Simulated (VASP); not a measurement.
VASP input:

### INCAR
```
SYSTEM = ZrSe2
PREC = Accurate; ENCUT = 400; LREAL = F
LASPH = T
EDIFF = 1E-6; NELM = 100; ALGO = Normal
LMAXMIX = 4
ISMEAR = 0; SIGMA = 0.05
GGA = PS
IBRION = 2; NSW = 60; ISIF = 3
EDIFFG = -0.02
LWAVE = F; LCHARG = F
```

POSCAR:
```
ZrSe2
1
    1.8751738661    -3.2478966332    -0.0000000000
    1.8751738661     3.2478966332     0.0000000000
    0.0000000000    -0.0000000000     6.1563760976
Zr Se
1 2
Direct
  1.0000000000   1.0000000000   1.0000000000
  0.3333330000   0.6666670000   0.2558871913
  0.6666670000   0.3333330000   0.7441128087
```

KPOINTS:
```
kpoints
0
G
  6 6 4
0 0 0
```

POTCAR, in this order: Zr_sv Se (PBE.64 set). Program: vasp_std.

Question: Write an equivalent input for Quantum ESPRESSO's pw.x.

Answer: One equivalent input (not run):
```
&CONTROL
  calculation = 'vc-relax'
  pseudo_dir = './pseudo'
  outdir = './out'
  tprnfor = .true.
  tstress = .true.
  nstep = 60
  forc_conv_thr = 0.00078
/
&SYSTEM
  ibrav = 0
  nat = 3
  ntyp = 2
  ecutwfc = 86
  occupations = 'smearing'
  smearing = 'gaussian'
  degauss = 0.003675
  input_dft = 'pbesol'
/
&ELECTRONS
  conv_thr = 7.3e-08
  electron_maxstep = 100
/
&IONS
/
&CELL
/
ATOMIC_SPECIES
  Zr 91.224 Zr.upf
  Se 78.971 Se.upf
CELL_PARAMETERS angstrom
     1.8751739   -3.2478966   -0.0000000
     1.8751739    3.2478966    0.0000000
     0.0000000   -0.0000000    6.1563761
ATOMIC_POSITIONS crystal
  Zr   1.0000000  1.0000000  1.0000000
  Se   0.3333330  0.6666670  0.2558872
  Se   0.6666670  0.3333330  0.7441128
K_POINTS automatic
  6 6 4 0 0 0
```
The two are equivalent in intent, not identical: the potentials are each code's own (VASP's PAW set, PseudoDojo norm-conserving files in pw.x), so ENCUT and ecutwfc are chosen apart and not converted; conv_thr bounds pw.x's estimated SCF error, while EDIFF bounds the energy change between steps; forc_conv_thr acts on force components and is met together with etot_conv_thr.

The compound is ZrSe2 in the 1T layered structure. This run relaxes it. Symmetry was kept, so distortions that lower it aren't found. The start is the result of an earlier pass.
